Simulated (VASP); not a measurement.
Input:

```yaml
crystal:
  lattice:
    - [11.37985, 0.00000, 0.00000]
    - [0.00000, 4.02557, 0.00000]
    - [0.00000, 0.00000, 4.58621]
  atoms:
    - { symbol: Sn, position: [0.61879, 0.75000, 0.37655] }
    - { symbol: Sn, position: [0.38121, 0.25000, 0.62345] }
    - { symbol: Sn, position: [0.88121, 0.25000, 0.87655] }
    - { symbol: Sn, position: [0.11879, 0.75000, 0.12345] }
    - { symbol: Se, position: [0.14855, 0.25000, 0.50918] }
    - { symbol: Se, position: [0.85145, 0.75000, 0.49082] }
    - { symbol: Se, position: [0.35145, 0.75000, 0.00918] }
    - { symbol: Se, position: [0.64855, 0.25000, 0.99082] }
```

Method: PBE0 hybrid, VASP's PBE PAW potentials (set 64) (plane waves; VASP). Settings: 300 eV cut-off, 1×3×3 Γ-centred mesh shifted by (0.5, 0.5, 0.5), Gaussian smearing of 0.010 eV, potentials Sn_d Se.

At this cut-off the stress carries a Pulay error, which pulls relaxed volumes low.

Give the force on each atom (eV/Å).

```tsv
atom	Fx	Fy	Fz
Sn1	-0.504	0.000	0.375
Sn2	0.504	0.000	-0.375
Sn3	0.504	0.000	0.375
Sn4	-0.504	0.000	-0.375
Se5	-0.410	0.000	0.503
Se6	0.410	0.000	-0.503
Se7	0.410	0.000	0.503
Se8	-0.410	0.000	-0.503
```

Give the stress tensor in GPa (positive for a compressed cell).

```
2.17  0.00  0.00
0.00  1.97  0.00
0.00  0.00  3.55
```
The pressure is its mean diagonal, 2.56 GPa.

The structure comes from a computed database's SnSe entry; how it stands against other phases isn't given here. The cell was not relaxed at this level. The k-mesh is coarse (spacing up to 0.55 per Å, 2π included), so the numbers may not be converged in it.
